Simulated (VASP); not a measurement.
Write the native input for VASP 6.6.1 that does the following.

| Item | Value |
| --- | --- |
| Task | relaxation of cell and atoms |
| Functional | LDA |
| Potentials or basis | VASP PAW LDA potentials, release 64 (La, S) |
| Cutoff | 600 eV |
| k mesh | 12 × 12 × 12 |
| Occupations | gaussian, width 0.1 eV |
| Spin | no spin polarisation |
| Dipole correction | no |
| Further INCAR settings | ALGO = Normal; EDIFF = 1e-06; IBRION = 2; EDIFFG = -0.005; NSW = 70; ISIF = 3 |

The structure of LaS lies in POSCAR:

```
LaS
1.0
    0.0000000000      2.9415643527      2.9415643527
    2.9415643527      0.0000000000      2.9415643527
    2.9415643527      2.9415643527      0.0000000000
La S
1 1
Direct
    0.0000000000      0.0000000000      0.0000000000
    0.5000000000      0.5000000000      0.5000000000
```

One way to write it, as run:

INCAR

```
SYSTEM = LaS
  PREC = Accurate
  ENCUT = 600
  EDIFF = 1E-6
  ISMEAR = 0
  SIGMA = 0.1
  LREAL = .False.
  LASPH = .True.
  NELM = 100
  ALGO = Normal
  ISIF = 3
  LWAVE = .False.
  LCHARG = .False.
  GGA = CA
  IBRION = 2
  NSW = 70
  EDIFFG = -0.005
```

KPOINTS

```
regular mesh
0
Gamma
  12 12 12
  0 0 0
```

Potentials or basis: VASP PAW LDA potentials, release 64 (La, S).

Command:

```console
$ cat potpaw_LDA.64/La/POTCAR potpaw_LDA.64/S/POTCAR > POTCAR
$ mpirun -np 1 vasp_std > vasp.out
```

It gave:

The relaxed volume is 23.98 Å³/atom, the relaxed cell is a = 4.078 Å, b = 4.078 Å, c = 4.078 Å, α = 60.00°, β = 60.00°, γ = 60.00° and the space group after relaxing (to 0.05 Å) is Fm-3m (No. 225). The energy gained by relaxing is 24.2 meV/atom. The ionic steps are 3. The pressure after relaxing is 0.0 GPa and the band gap on the k mesh is none (metal or under the smearing width).

Wall time 72 s on 1 thread of Intel(R) Xeon(R) Platinum 8559C (Emerald Rapids), on a shared host, peak memory 0.23 GiB.
